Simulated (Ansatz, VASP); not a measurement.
## Cross-check of NiTeS (1T-NiSTe bilayer, AB) between VASP and Ansatz

One calculation is typed for both programs; each brings its own data sets. How far apart do they land? Of the first pair: The structure shown is the start of the Ansatz relaxation below; VASP solves that cell, so the two are compared at the walk's first step.

Calculated with Ansatz 0.2.0; plane waves, with VASP 6.6.1 beside it; single point at PBE with D3(BJ).

### 1. The structure

The cell holds 6 atoms: 2 Te, 2 Ni and 2 S. Cell: a = 3.565 Å, b = 3.565 Å, c = 46.633 Å, α = 90.0°, β = 90.0°, γ = 120.0°. Vacuum lies along c.

### 2. Ansatz: relaxation, PBE with D3(BJ)

Ansatz runs on its default PAW (the set named soft_2) files.

The two programs are compared at the cell with which this relaxation starts, whose forces are those of its first step.

input.yaml reads:

```yaml
crystal:
  lattice:
    - [3.565, 0.0, 0.0]
    - [-1.7825, 3.0873805645, 0.0]
    - [0.0, 0.0, 46.6328811052]
  atoms:
    - { symbol: Te, position: [0.6666666667, 0.3333333333, 0.4160154711] }
    - { symbol: Ni, position: [0.0, 0.0, 0.4470453651] }
    - { symbol: S, position: [0.3333333333, 0.6666666667, 0.4662255481] }
    - { symbol: Te, position: [0.0, 0.0, 0.5337744519] }
    - { symbol: Ni, position: [0.3333333333, 0.6666666667, 0.564804346] }
    - { symbol: S, position: [0.6666666667, 0.3333333333, 0.5839845289] }
  periodic: [true, true, false]
kpoints:
  mp_grid: { grid: [12, 12, 1] }
hamiltonian:
  xc: pbe
  dispersion: d3bj
scf:
  occupations: { method: fermi_dirac, width: 0.05 }
  convergence: { dr2_threshold: 1.0e-09 }
relax:
  f_tol: 0.004
  max_steps: 90
  cell: {}
output:
  write_potential: true
  write_density: true
  volumetric_format: npy
```

Launch:

```sh
> ansatz run input.yaml --threads 4 --pin off --max-ram 6144MiB --backend cpu --events-out ev --progress --plain --runs-dir out
```

Numbers of over 12 decimals in the logs are rounded to 6 here.

The program printed:

```text
Warning: relax.cell: scf.convergence.dr2_threshold = 1e-9 eV is looser than the 1.88672334187e-10 eV advised for a relaxation that steers and ends on the stress (1e-10 eV for each atom of the cell: 6, times the square of relax.cell.stress_2d_tol = 0.05 N/m over 17.8 Å (the atoms' height at the walk's start and 5 Å past either face), 2.804e-2 GPa, over a crystal's default 0.05). What an SCF threshold leaves in a stress goes as its square root, and in the free energy as the threshold itself, and one threshold admits the most on a small cell: [figures from the program's tests cut] Set scf.convergence.dr2_threshold to 1.88672334187e-10 eV or tighter. [rest of the remark cut]
Engine: ansatz 0.2.0, x86_64-unknown-linux-gnu
Pseudopotentials: kind: paw
Pseudopotential: Te, paw, valence charge 16, recommended cutoff 420 eV (normal), Te.paw.azcp
Pseudopotential: Ni, paw, valence charge 18, recommended cutoff 420 eV (normal), Ni.paw.azcp
Pseudopotential: S, paw, valence charge 6, recommended cutoff 420 eV (normal), S.paw.azcp
Functional definition: PBE
  parameter kappa = 0.804
  parameter beta = 0.066725
  exchange = pbe_x(kappa = kappa, mu = beta*pi^2/3)
  correlation = pbe_c(beta = beta)
Crystal: 6 atoms, lattice volume = 513.265 Å³
Basis set: ecut = 420 eV, 9869 PW (Γ), exchange–correlation on 48×48×640 points (8 copies of the dense FFT grid, shifted against one another)
Bands: 48, of which v1, the nominal top of the filled ones, is band 40 counted from 1 (39 counted from 0)
Symmetry: 6 space group operations
Space group: P3m1 (ITA 156), of the structure as read, at distance tolerance 8.0e-5 Å
k-points: 19 of 144 (time reversal used)
Non-local potential: Te, projectors of the file, l = 0: 2, l = 1: 2, l = 2: 2, l = 3: 2
Non-local potential: Ni, projectors of the file, l = 0: 3, l = 1: 2, l = 2: 3, l = 3: 1
Non-local potential: S, projectors of the file, l = 0: 2, l = 1: 2, l = 2: 2
PAW form: soft (Blöchl's): semilocal exchange-correlation on the pseudo side does not see the compensation charge
PAW one-centre angular grid: Te, 590 points (default); XC on 64 Gauss nodes
PAW one-centre angular grid: Ni, 590 points (default); XC on 64 Gauss nodes
PAW one-centre angular grid: S, 110 points (default); XC on 64 Gauss nodes
Initial density: superposition of atomic densities (neutral atoms: chi_scale 0, normalization atom), corrected by the library's trained network
Initial wavefunctions: pseudopotential atomic-orbital guess
Functional: x = pbe(κ = 0.804, μ = 0.219515), c = pbe(β = 0.066725)
SCF iter   1: F=—  HF=-27446.258257 eV  |F-HF|=—  |Δ(HF+E_count)|=         —  Δρ=2.44e-3  dr2=3.32e-1  ethr=1.77e-3  ⟨swp⟩=20.4  Hψ=6621  notcnv=0
preconditioner: auto → LDOS  [metal: Δε(μ)=0.093 eV  Ē_g=7.972 eV  σ=0.050 eV  W_gap=0.42  n_scr=28 (ndim 8)  ℏωp=10.9 eV  f_vac=0.751  D(μ)=3.48/eV (n_scr^D=16)  β→1.0]
SCF iter   2: F=—  HF=-27446.255361 eV  |F-HF|=—  |Δ(HF+E_count)|=   2.90e-3  Δρ=7.51e-4  dr2=7.06e-3  ethr=4.15e-4  ⟨swp⟩=3.8  Hψ=1526  notcnv=0  defer=15
SCF iter   3: F=—  HF=-27446.256806 eV  |F-HF|=—  |Δ(HF+E_count)|=   1.44e-3  Δρ=8.23e-4  dr2=2.99e-3  ethr=8.82e-6  ⟨swp⟩=3.2  Hψ=2219  notcnv=0  defer=16
SCF iter   4: F=—  HF=-27446.256309 eV  |F-HF|=—  |Δ(HF+E_count)|=   4.97e-4  Δρ=2.36e-4  dr2=3.01e-4  ethr=3.74e-6  ⟨swp⟩=3.3  Hψ=1989  notcnv=0  defer=15
SCF iter   5: F=—  HF=-27446.256332 eV  |F-HF|=—  |Δ(HF+E_count)|=   2.26e-5  Δρ=4.41e-5  dr2=1.06e-5  ethr=3.76e-7  ⟨swp⟩=2.5  Hψ=1395  notcnv=0  defer=15
SCF iter   6: F=—  HF=-27446.256363 eV  |F-HF|=—  |Δ(HF+E_count)|=   3.13e-5  Δρ=2.68e-5  dr2=3.36e-6  ethr=1.33e-8  ⟨swp⟩=3.0  Hψ=1937  notcnv=0  defer=15
SCF iter   7: F=—  HF=-27446.256430 eV  |F-HF|=—  |Δ(HF+E_count)|=   6.65e-5  Δρ=1.35e-5  dr2=1.04e-6  ethr=4.20e-9  ⟨swp⟩=2.0  Hψ=1543  notcnv=0  defer=15
SCF iter   8: F=—  HF=-27446.256431 eV  |F-HF|=—  |Δ(HF+E_count)|=   1.27e-6  Δρ=4.47e-6  dr2=1.65e-7  ethr=1.30e-9  ⟨swp⟩=2.5  Hψ=1363  notcnv=0  defer=15
SCF iter   9: F=—  HF=-27446.256431 eV  |F-HF|=—  |Δ(HF+E_count)|=   2.59e-7  Δρ=3.21e-6  dr2=8.77e-8  ethr=2.06e-10  ⟨swp⟩=3.1  Hψ=1775  notcnv=0  defer=15
SCF iter  10: F=—  HF=-27446.256431 eV  |F-HF|=—  |Δ(HF+E_count)|=   4.40e-8  Δρ=1.92e-6  dr2=2.91e-8  ethr=1.10e-10  ⟨swp⟩=1.4  Hψ=972  notcnv=0  defer=15
SCF iter  11: F=—  HF=-27446.256431 eV  |F-HF|=—  |Δ(HF+E_count)|=   4.24e-8  Δρ=6.70e-7  dr2=1.80e-9  ethr=3.64e-11  ⟨swp⟩=2.2  Hψ=1316  notcnv=0  defer=15
[...]
SCF iter   6: F=—  HF=-27446.555850 eV  |F-HF|=—  |Δ(HF+E_count)|=   1.30e-6  Δρ=1.14e-6  dr2=4.97e-9  ethr=2.20e-10  ⟨swp⟩=2.9  Hψ=1790  notcnv=0
SCF iter   7: F=—  HF=-27446.555850 eV  |F-HF|=—  |Δ(HF+E_count)|=   2.41e-7  Δρ=7.29e-7  dr2=2.10e-9  ethr=6.21e-12  ⟨swp⟩=3.3  Hψ=1873  notcnv=0
iter 8 met the thresholds in force, and the SCF goes on: an eigenvalue changes by 1.87 meV, over its tolerance of 1.03 meV (output.eigenvalues, Limitations)
SCF iter   8: F=-27446.555850 eV  HF=-27446.555850 eV  |F-HF|=9.08e-9  |Δ(HF+E_count)|=   1.49e-8  Δρ=8.79e-8  dr2=3.17e-11  ethr=1.25e-12  ⟨swp⟩=17.6  Hψ=7224  notcnv=0
iter 9 met the thresholds in force, and the SCF goes on: an eigenvalue changes by 2.96 meV, over its tolerance of 1.03 meV (output.eigenvalues, Limitations)
SCF iter   9: F=-27446.555850 eV  HF=-27446.555850 eV  |F-HF|=1.69e-9  |Δ(HF+E_count)|=   7.29e-9  Δρ=5.23e-8  dr2=1.65e-11  ethr=1.00e-12  ⟨swp⟩=9.3  Hψ=5598  notcnv=0
Mixer restart at iter 9: flushing history
SCF iter  10: F=-27446.555850 eV  HF=-27446.555850 eV  |F-HF|=6.20e-8  |Δ(HF+E_count)|=   2.43e-9  Δρ=1.29e-6  dr2=6.25e-8  ethr=1.00e-12  ⟨swp⟩=2.0  Hψ=1032  notcnv=0  κ⁻¹=1.0e0(r=1)
SCF iter  11: F=-27446.555850 eV  HF=-27446.555850 eV  |F-HF|=5.57e-10  |Δ(HF+E_count)|=  8.59e-10  Δρ=1.90e-7  dr2=2.89e-10  ethr=1.00e-12  ⟨swp⟩=10.1  Hψ=5739  notcnv=0
SCF 9 converged in 11 iterations: F = -27446.555850 eV  dr2 = 2.89e-10
relax step   9: F+E_penalty+E_count = -27446.55585008 eV  Δ(F+E_penalty+E_count) = +1.268e-3 eV  max|allowed force component| = 1.960e-3 eV/Å  Δτ_max = 0.0000 Å  P = +0.005 N/m  Ω = 485.830 Å³  fix = [c, alpha, beta]  reactions: c +0.000 N/m  stress off target by 5.05e-3 N/m on what of the cell is left free  SCF on the basis re-selected at this cell (its energy is not comparable with the rows above)  (11 SCF iters)
basis re-selected at this cell: Δ(F+E_penalty+E_count) = +1.268e-3 eV, ΔP = +0.007 N/m vs the last step (what re-selecting the basis moved, of the pressure what is left beyond the Pulay correction that the steps carried, after the strain that the cell walked since its last selection, with what the two solves' SCF thresholds leave and, on support functions, any second-order correction that the steps lacked; it is no m [...]
WARN: The output density's exchange-correlation potential varies sharply where the density is thin. Do not read a vacuum level from v_tot or v_xc, or from such a field of the output density. On a cell that repeats whose density bears no net charge and no dipole along the vacuum's axis use v_es (v_loc + v_h of the components); under efield.dipole_correction with no amplitude use v_es + v_field, which holds any externa [...]
SCF converged after 11 iterations
an eigenvalue changed by more than its tolerance at an iteration that met the thresholds in force, so the SCF went on 2 times, its first undamped step at iteration 9: the last check found none over its tolerance
Free energy (F): -27446.555850 eV
Harris-Foulkes:  -27446.555850 eV  (|F-HF|=5.57e-10)
Internal energy: -27446.525612 eV  (E = F + TS)
E sigma→0 (E₀):  -27446.540731 eV
Entropy (-TS):   -0.030238 eV (-5.040 meV/atom)
Fermi energy:    -5.023432 eV
--- Per-component energies (eV) ---
  E_band       = -2538.591498
  E_kinetic    = 1141.147230
  E_local      = -477343.670438  (includes V_loc(G=0)·N_el)
  E_nonlocal   = 707.764601
  E_hartree    = 237689.572141
  E_xc         = -612.969043
  E_vxc        = -602.757926  (∫ρ·V_xc dr)
  E_paw        = -13784.726354  (= ΣΔE_a)
  E_vpaw       = -1820.219020  (= ΣTr[D̂ρ^β])
  E_aug_tail   = 0.000587  (compensation charges beyond the density's cutoff)
  E_ewald      = 224758.540525
  E_disp       = -2.184861  (pairwise vdW)
  E_smearing   = -0.030238  (= −TS)
  E_closure    = 0.000000  (closes the sum)
  Σ components = -27446.555850   (vs F -27446.555850, Δ=0.00e0)
--- Forces (eV/Å), atoms counted from 1 ---
  atom   1  Te     0.00000000     0.00000000     0.00086592
  atom   2  Ni     0.00000000    -0.00000000    -0.00137066
  atom   3  S     -0.00000000    -0.00000000    -0.00021801
  atom   4  Te     0.00000000     0.00000000     0.00196016
  atom   5  Ni     0.00000000    -0.00000000     0.00020308
  atom   6  S      0.00000000     0.00000000    -0.00144135
  max |Σ_I F_I| component: 8.59e-7 eV/Å
--- 2D stress c σ (N/m, compression-positive) ---
        0.005048      -0.000000       0.000000
       -0.000000       0.005048       0.000000
        0.000000       0.000000       0.000000
  P = ½ c Tr σ = 0.0050 N/m
--- Band table (eV; the first three rows and the last of 19) ---
  k-point 0: bands = [... 36 lower, -4.8205, -4.5635, -4.4618, -4.4618, -2.7698, -2.7698, -2.6669, -2.6669, ... 4 higher]
  k-point 1: bands = [... 36 lower, -4.9377, -4.8206, -4.5780, -4.3707, -3.4201, -3.1954, -2.9226, -2.7528, ... 4 higher]
  k-point 2: bands = [... 36 lower, -5.2656, -5.2626, -4.9133, -4.8400, -4.2549, -3.9001, -3.2355, -2.9277, ... 4 higher]
  k-point 18: bands = [... 36 lower, -6.7225, -6.5603, -6.4103, -6.3228, -5.3861, -5.3274, -4.0101, -3.8130, ... 4 higher]
  the weakly bound empty levels are not read free of the cell's end (no_gap_told)
--- Relaxed structure (8 steps of the walk, 7 accepted, 1 SCFs on fresh bases) ---
  F+E_penalty+E_count = -27446.55585008 eV   max|allowed force component| = 1.960e-3 eV/Å   (the final SCF, on the basis selected at the relaxed cell)
  cell:  # Å, volume = 485.8296 Å³
    - [3.468411, 0, 0]
    - [-1.734205, 3.003732, 0]
    - [0, 0, 46.6328811052]
  atoms:
    - { symbol: Te, position: [0.666667, 0.333333, 0.414701] }
    - { symbol: Ni, position: [8.88545599881746e-19, 0, 0.448881] }
    - { symbol: S, position: [0.333333, 0.666667, 0.472384] }
    - { symbol: Te, position: [-2.598669953585428e-18, 0, 0.528406] }
    - { symbol: Ni, position: [0.333333, 0.666667, 0.562511] }
    - { symbol: S, position: [0.666667, 0.333333, 0.584966] }
```

The column dr2 measures how far the density is from self-consistency, as an energy; F and HF (Harris–Foulkes) agree once it is small.

### 3. VASP: single point, PBE with D3(BJ), start cell, pair 1

The same cell, functional, mesh and smearing now go to VASP, with its own data sets.

Lines of VASP's logs that name or quote its potential files are left out, and so is its time.

INCAR reads:

```
SYSTEM = NiTeS
PREC = Accurate
ENCUT = 520
EDIFF = 1E-06
NELM = 120
ISMEAR = -1
SIGMA = 0.05
LREAL = .FALSE.
ALGO = Normal
GGA = PE
IVDW = 12
NBANDS = 28
LASPH = .TRUE.
LORBIT = 11
LWAVE = .FALSE.
LCHARG = .FALSE.
ISIF = 2
LDIPOL = .TRUE.
IDIPOL = 3
DIPOL = 0.5 0.5 0.502
LVHAR = .TRUE.
GGA_COMPAT = .FALSE.
NELMDL = -8
KPAR = 2
```

POSCAR reads:

```
NiTeS
1.0
    3.5650000000      0.0000000000      0.0000000000
   -1.7825000000      3.0873810000      0.0000000000
    0.0000000000      0.0000000000     46.6328810000
Te Ni S
2 2 2
Direct
    0.6666666667      0.3333333333      0.4160154720
    0.0000000000      1.0000000000      0.5337744627
    0.0000000000      1.0000000000      0.4470453584
    0.3333333334      0.6666666666      0.5648043491
    0.3333333334      0.6666666666      0.4662255587
    0.6666666667      0.3333333333      0.5839845280
```

KPOINTS reads:

```
Automatic mesh
0
Gamma
12 12 1
0 0 0
```

PAW data sets: Te, Ni and S (PBE family, release 64).

Launch:

```sh
> mpirun -np 2 vasp_std
```

The program printed:

```text
[banner, memory and clock lines left out]
running    2 mpi-ranks, on    1 nodes
 distrk:  each k-point on    1 cores,    2 groups
 distr:  one band on    1 cores,    1 groups

 POSCAR found type information on POSCAR TeNiS
 POSCAR found :  3 types and       6 ions
 LDA part: xc-table for (Slater+PW92), standard interpolation
 POSCAR, INCAR and KPOINTS ok, starting setup
 FFT: planning ... GRIDC
 FFT: planning ... GRID_SOFT
 FFT: planning ... GRID
 WAVECAR not read
 entering main loop
       N       E                     dE             d eps       ncg     rms          rms(c)
DAV:   1     0.326889728974E+03    0.32689E+03   -0.14840E+04  1072   0.117E+03
DAV:   2     0.171807030809E+02   -0.30971E+03   -0.30017E+03  1428   0.266E+02
DAV:   3    -0.280150975283E+02   -0.45196E+02   -0.44137E+02  1368   0.108E+02
DAV:   4    -0.299502124154E+02   -0.19351E+01   -0.18843E+01  1256   0.251E+01
DAV:   5    -0.300117171166E+02   -0.61505E-01   -0.61363E-01  1472   0.446E+00
DAV:   6    -0.300131902885E+02   -0.14732E-02   -0.14715E-02  1328   0.647E-01
DAV:   7    -0.300132557380E+02   -0.65449E-04   -0.65442E-04  1560   0.131E-01
DAV:   8    -0.300132574307E+02   -0.16927E-05   -0.16926E-05  1216   0.172E-02    0.241E+01
DAV:   9    -0.415719509942E+02   -0.11559E+02   -0.10579E+02  1316   0.192E+02    0.427E+01
DAV:  10    -0.301433470983E+02    0.11429E+02   -0.21071E+01  1308   0.784E+01    0.207E+01
DAV:  11    -0.428452019374E+02   -0.12702E+02   -0.10805E+02  1516   0.129E+02    0.408E+01
DAV:  12    -0.282752148371E+02    0.14570E+02   -0.11020E+02  1732   0.672E+01    0.153E+01
DAV:  13    -0.306167337207E+02   -0.23415E+01   -0.33766E+01  1708   0.382E+01    0.198E+01
DAV:  14    -0.273523564406E+02    0.32644E+01   -0.24146E+01  1552   0.241E+01    0.707E+00
[...]
DAV:  32    -0.261925424497E+02   -0.41226E-05   -0.17582E-05  1280   0.396E-02    0.537E-02
DAV:  33    -0.261925112220E+02    0.31228E-04   -0.52886E-05  1592   0.133E-01    0.307E-02
DAV:  34    -0.261925905818E+02   -0.79360E-04   -0.15182E-04  1528   0.184E-01    0.355E-02
DAV:  35    -0.261926111082E+02   -0.20526E-04   -0.33263E-05  1272   0.346E-02    0.402E-02
DAV:  36    -0.261926344161E+02   -0.23308E-04   -0.31790E-06   940   0.199E-02    0.371E-02
DAV:  37    -0.261926678354E+02   -0.33419E-04   -0.87019E-05  1460   0.141E-01    0.183E-02
DAV:  38    -0.261926829377E+02   -0.15102E-04   -0.16793E-05  1500   0.326E-02    0.176E-02
DAV:  39    -0.261926822476E+02    0.69005E-06   -0.71019E-06  1208   0.400E-02
   1 F= -.28231360E+02 E0= -.28218384E+02  d E =-.259516E-01
```

From OUTCAR (step 3):

```text
ion  position               nearest neighbor table
   1  0.667  0.333  0.416-   3 2.52   3 2.52   3 2.52   5 3.12   5 3.12   5 3.12
   2  0.000  0.000  0.534-   4 2.52   4 2.52   4 2.52   6 3.12   6 3.12   6 3.12
   3  0.000  0.000  0.447-   5 2.24   5 2.24   5 2.24   1 2.52   1 2.52   1 2.52
   4  0.333  0.667  0.565-   6 2.24   6 2.24   6 2.24   2 2.52   2 2.52   2 2.52
   5  0.333  0.667  0.466-   3 2.24   3 2.24   3 2.24   1 3.12   1 3.12   1 3.12
   6  0.667  0.333  0.584-   4 2.24   4 2.24   4 2.24   2 3.12   2 3.12   2 3.12

  LATTYP: Found a hexagonal cell.
 ALAT       =     3.5650000000
 C/A-ratio  =    13.0807520337

 Subroutine GETGRP returns: Found  6 space group operations
 (whereof  6 operations were pure point group operations)

The static configuration has the point symmetry C_3v.

 Found     19 irreducible k-points:

   k-points           NKPTS =     19   k-points in BZ     NKDIM =     19   number of bands    NBANDS=     28

   dimension x,y,z NGX =    28 NGY =   28 NGZ =  350
   dimension x,y,z NGXF=    56 NGYF=   56 NGZF=  700

   ENCUT  =  520.0 eV  38.22 Ry    6.18 a.u.   6.63  6.63 86.71*2*pi/ulx,y,z

   NELECT =      44.0000    total number of electrons

 k-points in reciprocal lattice and weights: Automatic mesh
   0.00000000  0.00000000  0.00000000       0.007
   0.08333333  0.00000000  0.00000000       0.042
   0.16666667 -0.00000000  0.00000000       0.042
   0.25000000 -0.00000000  0.00000000       0.042
   0.33333333  0.00000000  0.00000000       0.042
   0.41666667  0.00000000  0.00000000       0.042
   0.50000000 -0.00000000  0.00000000       0.021
   0.08333333  0.08333333  0.00000000       0.042
   0.16666667  0.08333333  0.00000000       0.083
[...]
0.33333333  0.25000000  0.00000000       0.083
   0.33333333  0.33333333  0.00000000       0.014

 dipolmoment           0.000000      0.000000      0.075984 electrons x Angstroem

 average (electrostatic) potential at core
       1 -97.2302       2 -97.2857       3 -94.2087       4 -94.1112       5 -94.1044
       6 -94.0251

 E-fermi :  -2.0470

 k-point     1 :       0.0000    0.0000    0.0000
  band No.  band energies     occupation
    ...
     15      -4.2274      2.00000
     16      -3.9756      2.00000
     17      -2.6508      1.99999
     18      -2.0806      1.32366
     19      -2.0806      1.32366
     20      -1.9367      0.19855
     21      -1.9367      0.19855
     22      -1.8207      0.02142
     23      -0.2545      0.00000
     24      -0.2545      0.00000
    ...

 k-point     2 :       0.0833    0.0000    0.0000
  band No.  band energies     occupation
    ...
     17      -2.7981      2.00000
     18      -2.5005      1.99977
     19      -2.2660      1.97526
     20      -2.2412      1.95966
     21      -2.0969      1.46127
     22      -1.7228      0.00305
     23      -0.6967      0.00000
     24      -0.5675      0.00000
     25      -0.3048      0.00000
     26      -0.2083      0.00000
    ...

 k-point     3 :       0.1667   -0.0000    0.0000
  band No.  band energies     occupation
    ...
     17      -3.3778      2.00000
     18      -3.2610      2.00000
     19      -2.6528      1.99999
     20      -2.5125      1.99982
     21      -2.3598      1.99617
     22      -1.7730      0.00831
     23      -1.4328      0.00001
     24      -1.2706      0.00000
     25      -0.4159      0.00000
     26      -0.2641      0.00000
    ...

 Edisp (eV)   -2.03868

  Total       1.60237     1.60237     2.76557     0.00000    -0.00000     0.00000
  in kB       5.00186     5.00186     8.63284     0.00000    -0.00000     0.00000
  external pressure =        6.21 kB  Pullay stress =        0.00 kB

  energy-cutoff  :      520.00
  volume of cell :      513.27
      direct lattice vectors                 reciprocal lattice vectors
     3.565000000  0.000000000  0.000000000     0.280504909  0.161949562  0.000000000
    -1.782500000  3.087381000  0.000000000     0.000000000  0.323899124  0.000000000
     0.000000000  0.000000000 46.632881000     0.000000000  0.000000000  0.021444096

 POSITION                                       TOTAL-FORCE (eV/Angst)
 -----------------------------------------------------------------------------------
      1.78250      1.02913     19.40000        -0.000000      0.000000     -0.679755
      0.00000      0.00000     24.89144        -0.000000      0.000000     -0.687330
      0.00000      0.00000     20.84701         0.000000      0.000000     -0.560892
      0.00000      2.05825     26.33845        -0.000000     -0.000000     -0.493998
      0.00000      2.05825     21.74144         0.000000     -0.000000      1.499486
      1.78250      1.02913     27.23288         0.000000      0.000000      0.922490
 -----------------------------------------------------------------------------------
    total drift:                               -0.000000      0.000002      0.000828

  FREE ENERGIE OF THE ION-ELECTRON SYSTEM (eV)
  ---------------------------------------------------
  free  energy   TOTEN  =       -28.2313596408 eV

  energy  without entropy=      -28.2054080326  energy(sigma->0) =      -28.21838384

 vacuum level on the upper side and lower side of the slab         3.430         2.165

 total charge
# of ion       s       p       d       tot
------------------------------------------
    1        1.403   1.886   0.065   3.354
    2        1.417   1.843   0.068   3.328
    3        0.477   0.631   8.387   9.495
    4        0.480   0.632   8.388   9.499
    5        1.357   2.296   0.000   3.654
    6        1.359   2.283   0.000   3.642
--------------------------------------------------
tot          6.493   9.570  16.909  32.972

[... 3 further parts left out ...]
```

This run has no spin polarisation, so a moment on Ni, if there is one, isn't seen.

(Part 1 of 2 ends here.)

[Lines on the potential files, build, host, timing and source positions are cut from VASP's logs without a mark.]

[Logs are printed without paths, hosts, clocks, repeated set-up lines and the standing remarks that a program may print on its own settings, such as how far it seeks lower states.]

[Hosts, paths, dates, database ids (printed as entryN), source tags and the programs' standing remarks are cut or masked in the printed files.]
